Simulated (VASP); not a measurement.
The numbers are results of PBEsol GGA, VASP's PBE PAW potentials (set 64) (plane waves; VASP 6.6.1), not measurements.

Input for VASP

INCAR:
```
ALGO=Normal
EDIFF=1E-6
ENCUT=400
GGA=PS
ISIF=2
ISMEAR=0
LASPH=T
LCHARG=F
LMAXMIX=4
LREAL=F
LWAVE=F
NELM=100
PREC=Accurate
SIGMA=0.272
SYSTEM=TcSnO3
```

File POSCAR:
```
TcSnO3
1
    3.6649950000     0.0000000000     0.0000000000
    0.0000000000     3.6649950000     0.0000000000
    0.0000000000     0.0000000000     3.6649950000
Sn Tc O
1 1 3
Direct
  0.0000000000   0.0000000000   0.0000000000
  0.5000000000   0.5000000000   0.5000000000
  0.0000000000   0.5000000000   0.5000000000
  0.5000000000   0.5000000000   0.0000000000
  0.5000000000   0.0000000000   0.5000000000
```

### KPOINTS
```
Automatic mesh
0
Gamma
5 5 5
0 0 0
```

POTCAR, in this order: Sn_d Tc_pv O (PBE.64 set). Program: vasp_std.

The resulting files:

File OSZICAR:
```
       N       E                     dE             d eps       ncg     rms          rms(c)
DAV:   1     0.498000711779E+03    0.49800E+03   -0.21062E+04   599   0.204E+03
DAV:   2     0.155103686143E+02   -0.48249E+03   -0.46782E+03   593   0.560E+02
DAV:   3    -0.390152392439E+02   -0.54526E+02   -0.52617E+02   635   0.167E+02
DAV:   4    -0.410525306803E+02   -0.20373E+01   -0.20163E+01   615   0.325E+01
DAV:   5    -0.411121562803E+02   -0.59626E-01   -0.59068E-01   701   0.547E+00    0.488E+01
DAV:   6    -0.357290731614E+02    0.53831E+01   -0.34107E+01   710   0.494E+01    0.171E+01
DAV:   7    -0.354592138455E+02    0.26986E+00   -0.42673E+00   568   0.161E+01    0.148E+01
DAV:   8    -0.353607968871E+02    0.98417E-01   -0.32850E-01   611   0.550E+00    0.450E-01
DAV:   9    -0.353616873752E+02   -0.89049E-03   -0.21667E-02   637   0.106E+00    0.261E-01
DAV:  10    -0.353618777814E+02   -0.19041E-03   -0.19560E-03   645   0.718E-01    0.522E-02
DAV:  11    -0.353618032732E+02    0.74508E-04   -0.31614E-04   668   0.243E-01    0.175E-02
DAV:  12    -0.353618019616E+02    0.13116E-05   -0.48495E-05   782   0.868E-02    0.851E-03
DAV:  13    -0.353618017480E+02    0.21360E-06   -0.43089E-06   561   0.194E-02
   1 F= -.35361802E+02 E0= -.35290911E+02  d E =-.141781E+00
```

File OUTCAR:
```
------------------------ aborting loop because EDIFF is reached ----------------------------------------
  FORCE on cell =-STRESS in cart. coord.  units (eV):
  Direction    XX          YY          ZZ          XY          YZ          ZX
  --------------------------------------------------------------------------------------
  Total       18.3632259     18.3632259     18.3632259      0.0000000     -0.0000000      0.0000000
  in kB      597.6396446    597.6396446    597.6396446      0.0000000     -0.0000000      0.0000000
  external PRESSURE =     597.6396446 kB  Pullay stress =       0.0000000 kB
  volume of cell :       49.23
      direct lattice vectors                 reciprocal lattice vectors
     3.664995000  0.000000000  0.000000000     0.272851668  0.000000000  0.000000000
     0.000000000  3.664995000  0.000000000     0.000000000  0.272851668  0.000000000
     0.000000000  0.000000000  3.664995000     0.000000000  0.000000000  0.272851668
 POSITION                                       TOTAL-FORCE (eV/Angst)
 -----------------------------------------------------------------------------------
      0.00000      0.00000      0.00000         0.000000      0.000000      0.000000
      1.83250      1.83250      1.83250         0.000000      0.000000      0.000000
      0.00000      1.83250      1.83250         0.000000      0.000000      0.000000
      1.83250      1.83250      0.00000         0.000000      0.000000      0.000000
      1.83250      0.00000      1.83250         0.000000      0.000000      0.000000
 -----------------------------------------------------------------------------------
    total drift:                                0.000000     -0.000000     -0.000000
  FREE ENERGIE OF THE ION-ELECTRON SYSTEM (eV)
  ---------------------------------------------------
  free  energy   TOTEN  =       -35.3618017480 eV

  energy  without entropy=      -35.2200205022  energy(sigma->0) =      -35.29091113
```
(Selected blocks of OUTCAR.)

File OUTCAR:
```
 val. band max:       12.5376378624   @ k =   0.4000   0.4000   0.2000

 cond. band min:      12.7676442098   @ k =   0.4000   0.4000   0.2000


 Fermi energy:        12.7106347195

 k-point     1 :       0.0000    0.0000    0.0000
  band No.  band energies     occupation
      1     -28.4838      2.00000
      2     -28.4838      2.00000
      3     -28.4838      2.00000
      4     -10.2300      2.00000
      5     -10.2300      2.00000
      6     -10.0576      2.00000
      7      -9.9859      2.00000
      8      -9.9859      2.00000
      9      -9.9859      2.00000
     10      -8.4851      2.00000
     11      -8.4851      2.00000
     12       4.7214      2.00000
     13       4.7214      2.00000
     14       4.7214      2.00000
     15       5.7882      2.00000
     16       7.1549      2.00000
     17       7.1549      2.00000
     18       7.1549      2.00000
     19       8.0106      2.00000
     20       8.0106      2.00000
     21       8.0106      2.00000
     22       9.4992      2.00000
     23       9.4992      2.00000
     24       9.4992      2.00000
     25      14.4694      0.00000
     26      14.4694      0.00000
     27      18.3468      0.00000

 k-point     2 :       0.2000    0.0000    0.0000
  band No.  band energies     occupation
      1     -28.5257      2.00000
      2     -28.4817      2.00000
      3     -28.4817      2.00000
      4     -10.1768      2.00000
      5     -10.1681      2.00000
      6      -9.9977      2.00000
      7      -9.9977      2.00000
      8      -9.9847      2.00000
      9      -9.8100      2.00000
     10      -8.5400      2.00000
     11      -8.2697      2.00000
     12       3.3636      2.00000
     13       4.6614      2.00000
     14       4.6615      2.00000
     15       5.3992      2.00000
     16       6.4844      2.00000
     17       6.4844      2.00000
     18       6.9859      2.00000
     19       7.8957      2.00000
     20       7.8957      2.00000
     21       8.1945      2.00000
...
```

At this cut-off the stress carries a Pulay error, which pulls relaxed volumes low.  Unless said otherwise, spin-orbit coupling is left out, though it shifts the bands of the heavy elements here.

The structure was generated: TcSnO3 was put into an ordered model structure, which need not be its known phase. The cell was not relaxed at this level. The k-mesh is coarse (spacing up to 0.34 per Å, 2π included), so the numbers may not be converged in it. The run is one of a series of settings (KPOINTS 5×5×5 Γ-centred mesh against the base run), some of them coarse on purpose. The electron count is odd and the run is not spin-polarised, which forces a metal.
